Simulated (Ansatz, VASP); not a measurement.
# One calculation of SbAsPb3, two programs

INCAR

```
SYSTEM = SbAsPb3
PREC     = Accurate       ! precision mode
ENCUT    = 520            ! plane-wave cutoff, eV
EDIFF    = 1E-6           ! SCF threshold, eV
ISMEAR   = 0              ! smearing method
SIGMA    = 0.05           ! smearing width, eV
LREAL    = .False.        ! projectors in reciprocal space
LASPH    = .True.         ! aspherical terms in the spheres
NELM     = 80             ! most SCF steps
ALGO     = Normal         ! electronic algorithm
ISIF     = 2              ! what is computed and relaxed
LWAVE    = .False.        ! write WAVECAR
LCHARG   = .False.        ! write CHGCAR
GGA      = PE             ! functional
NBANDS   = 34             ! bands
```

Contents of KPOINTS:

```
regular mesh
0
Gamma
  4 4 4
  0 0 0
```

Contents of POSCAR:

```
SbAsPb3
1.0
    6.6964576815      0.0000000000      0.0000000000
    0.0000000000      6.6964576815      0.0000000000
    0.0000000000      0.0000000000      6.6964576815
As Sb Pb
1 1 3
Direct
    0.0000000000      0.0000000000      0.0000000000
    0.5000000000      0.5000000000      0.5000000000
    0.5000000000      0.5000000000      0.0000000000
    0.5000000000      0.0000000000      0.5000000000
    0.0000000000      0.5000000000      0.5000000000
```

Input for Ansatz:

```yaml
crystal:
  lattice:
    - [6.6964576815, 0.0, 0.0]
    - [0.0, 6.6964576815, 0.0]
    - [0.0, 0.0, 6.6964576815]
  atoms:
    - { symbol: As, position: [0.0, 0.0, 0.0] }
    - { symbol: Sb, position: [0.5, 0.5, 0.5] }
    - { symbol: Pb, position: [0.5, 0.5, 0.0] }
    - { symbol: Pb, position: [0.5, 0.0, 0.5] }
    - { symbol: Pb, position: [0.0, 0.5, 0.5] }
basis:
  ecutwfc: 420
kpoints:
  mp_grid: { grid: [4, 4, 4] }
hamiltonian:
  xc: pbe
scf:
  occupations: { method: gaussian, width: 0.05 }
output:
  forces: true
  stress: true
  eigenvalues: true
```

The cell comes from a database or a generator and needn't be the stable form of this composition.

Alike in both runs: task single point; functional PBE; k mesh 4 × 4 × 4; occupations gaussian, width 0.05 eV; no spin polarisation.

|  | VASP | Ansatz |
| --- | --- | --- |
| version | VASP 6.6.1 | Ansatz 0.2.0 |
| potentials or method | VASP PAW PBE potentials, release 64 (As, Sb, Pb_d) | scalar-relativistic, plane waves, PAW |
| plane-wave cutoff (eV) | 520 | 420 |
| valence electrons in the cell | 52 | 72 |

|  | VASP | Ansatz | Ansatz less VASP |
| --- | --- | --- | --- |
| gap on the k mesh at the Fermi level (eV) | none | none | - |
| pressure (GPa) | -4.4 | -4.4 | +0.03 |

A gap of «none» marks a metal or a gap that the smearing closes. The two sets of potentials don't hold the same shells in valence.

Spin-orbit coupling is left out, which matters for the levels of Pb, Sb.
